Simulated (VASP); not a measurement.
Energy against volume of CuAu (L1_0). Level of theory: optB86b-vdW, VASP's PBE PAW potentials (set 64) (plane waves; VASP). Run with 520 eV cut-off, 13×13×10 Γ-centred mesh, first-order Methfessel-Paxton smearing of 0.10 eV, potentials Cu Au.

Shape and ions are relaxed at each volume.

```json
[
 {"V (Å³/atom)": "14.187", "E (eV/atom)": "-0.90531"},
 {"V (Å³/atom)": "14.626", "E (eV/atom)": "-0.91214"},
 {"V (Å³/atom)": "15.065", "E (eV/atom)": "-0.90675"},
 {"V (Å³/atom)": "15.504", "E (eV/atom)": "-0.89084"}
]
```

Task: Fit these four points and predict the energy of the run at 13.749 Å³/atom.

Result: A cubic in V^(−2/3), the third-order Birch-Murnaghan form, passes through the four points with V0 = 14.64 Å³/atom and B0 = 148 GPa, and gives -0.8843 eV/atom there. The run gave -0.8822 eV/atom, +2.2 meV/atom from the fit; all five points give B0 = 154 GPa.

The compound is CuAu in the L1_0 structure. It was relaxed first.
